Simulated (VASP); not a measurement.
A VASP calculation is set up with these files.

### KPOINTS
```
Automatic mesh
0
Gamma
7 7 2
0 0 0
```

POSCAR:
```
Ca3MgO4
1
    0.0000000000     2.3221279457     2.3221279457
    2.3221279457     0.0000000000     2.3221279457
    9.2930465045     9.2930465045    -0.0045347218
Mg O Ca
1 4 3
Direct
  0.0000000000   0.0000000000   0.0000000000
  0.5216607057   0.5216607057   0.1087544707
  0.5075299128   0.5075299128   0.3693525654
  0.4924700872   0.4924700872   0.6306474346
  0.4783392943   0.4783392943   0.8912455293
  0.0146328410   0.0146328410   0.2390253693
  0.0000000000   0.0000000000   0.5000000000
  0.9853671590   0.9853671590   0.7609746307
```

### INCAR
```
! general
SYSTEM = Ca3MgO4
PREC   = Accurate
ENCUT  = 520
LREAL  = .False.
LASPH  = .True.

! electronic loop
EDIFF  = 1E-6
NELM   = 100
ALGO   = Normal

! smearing
ISMEAR = 0
SIGMA  = 0.05

! functional
GGA    = PS

! ions
IBRION = 2
NSW    = 60
ISIF   = 3
EDIFFG = -0.02

! output
LWAVE  = .False.
LCHARG = .False.
```

POTCAR, in this order: Mg O Ca_sv (PBE.64 set). Program: vasp_std.

Task: Write an equivalent input for Ansatz.

Result: One equivalent input (not run):
Ansatz 0.2 input:
```yaml
crystal:
  lattice:
    - [0.0000000, 2.3221279, 2.3221279]
    - [2.3221279, 0.0000000, 2.3221279]
    - [9.2930465, 9.2930465, -0.0045347]
  atoms:
    - { symbol: Mg, position: [0.0000000, 0.0000000, 0.0000000] }
    - { symbol: O, position: [0.5216607, 0.5216607, 0.1087545] }
    - { symbol: O, position: [0.5075299, 0.5075299, 0.3693526] }
    - { symbol: O, position: [0.4924701, 0.4924701, 0.6306474] }
    - { symbol: O, position: [0.4783393, 0.4783393, 0.8912455] }
    - { symbol: Ca, position: [0.0146328, 0.0146328, 0.2390254] }
    - { symbol: Ca, position: [0.0000000, 0.0000000, 0.5000000] }
    - { symbol: Ca, position: [0.9853672, 0.9853672, 0.7609746] }
kpoints:
  mp_grid: { grid: [7, 7, 2] }
hamiltonian:
  xc: pbesol
  pseudopotentials: { kind: paw }
scf:
  occupations: { method: gaussian, width: 0.05 }
  max_iter: 100
relax:
  max_steps: 60
  f_tol: 0.02
  cell: {}
output: { forces: true, stress: true, eigenvalues: true }
```
Limits of the translation: each code has its own PAW files, so the cut-off isn't converted (ENCUT is set for VASP's; basis.ecutwfc is left out, and Ansatz then takes the one that its files recommend); Ansatz stops its SCF on the density residual and VASP on the energy change (EDIFF).

The structure was generated: Ca3MgO4 was put into an ordered model structure (R-3m), which need not be its known phase. This run relaxes it. Symmetry was kept, so distortions that lower it aren't found. The start is the result of an earlier pass.
